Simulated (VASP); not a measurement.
Data:

```
CELL_PARAMETERS angstrom
      4.72948     0.00000     0.00000
      0.00000     4.72948     0.00000
      0.00000     0.00000     3.39432
ATOMIC_POSITIONS crystal
  Pb 0.00000 0.00000 0.00000
  Pb 0.50000 0.50000 0.50000
  O  0.30741 0.30741 0.00000
  O  0.80741 0.19259 0.50000
  O  0.19259 0.80741 0.50000
  O  0.69259 0.69259 0.00000
```

The numbers are results of PBEsol GGA, VASP's PBE PAW potentials (set 64) (plane waves; VASP 6.6.1), not measurements. Numerical set-up: 620 eV cut-off, 7×7×9 Γ-centred mesh, first-order Methfessel-Paxton smearing of 0.10 eV, potentials Pb_d O.

Energy and stress use the plane-wave basis of the starting cell.

### Question
The ions, cell shape and volume at an external pressure of 30.0 GPa are relaxed. Which structure does the run end with?

### Answer

```
CELL_PARAMETERS angstrom
      4.63854     0.00000     0.00000
      0.00000     4.63854     0.00000
      0.00000     0.00000     3.38680
ATOMIC_POSITIONS crystal
  Pb 0.00000 0.00000 0.00000
  Pb 0.50000 0.50000 0.50000
  O  0.30816 0.30816 0.00000
  O  0.80816 0.19184 0.50000
  O  0.19184 0.80816 0.50000
  O  0.69184 0.69184 0.00000
```
Space group P4_2/mnm (136), at a tolerance of 0.03 Å.

### Question
How do energy and volume change from the first to the last step?

### Answer
The energy (σ→0) changes by +78.6 meV/atom and the volume by -4.0 %, in 11 ionic steps.

```json
[
 {"step": "1", "E(σ→0) (eV)": "-33.5413", "max force (eV/Å)": "0.008", "pressure (GPa)": "19.87", "volume (Å³)": "75.92"},
 {"step": "2", "E(σ→0) (eV)": "-31.6201", "max force (eV/Å)": "0.122", "pressure (GPa)": "56.69", "volume (Å³)": "67.47"},
 {"step": "3", "E(σ→0) (eV)": "-33.1082", "max force (eV/Å)": "0.028", "pressure (GPa)": "29.71", "volume (Å³)": "73.10"},
 {"step": "4", "E(σ→0) (eV)": "-33.0958", "max force (eV/Å)": "0.029", "pressure (GPa)": "29.95", "volume (Å³)": "73.04"},
 {"step": "5", "E(σ→0) (eV)": "-33.0851", "max force (eV/Å)": "0.030", "pressure (GPa)": "30.18", "volume (Å³)": "72.98"},
 {"step": "6", "E(σ→0) (eV)": "-33.0738", "max force (eV/Å)": "0.057", "pressure (GPa)": "30.21", "volume (Å³)": "72.91"},
 {"step": "7", "E(σ→0) (eV)": "-33.0653", "max force (eV/Å)": "0.112", "pressure (GPa)": "30.24", "volume (Å³)": "72.86"},
 {"step": "8", "E(σ→0) (eV)": "-33.0939", "max force (eV/Å)": "0.034", "pressure (GPa)": "29.55", "volume (Å³)": "73.00"},
 {"step": "9", "E(σ→0) (eV)": "-33.0968", "max force (eV/Å)": "0.025", "pressure (GPa)": "29.44", "volume (Å³)": "73.02"},
 {"step": "10", "E(σ→0) (eV)": "-33.0303", "max force (eV/Å)": "0.059", "pressure (GPa)": "30.68", "volume (Å³)": "72.66"},
 {"step": "11", "E(σ→0) (eV)": "-33.0698", "max force (eV/Å)": "0.009", "pressure (GPa)": "29.97", "volume (Å³)": "72.87"}
]
```

The compound is PbO2 in the rutile structure. This run relaxes it under an external pressure of 30 GPa. Symmetry was kept, so distortions that lower it aren't found.
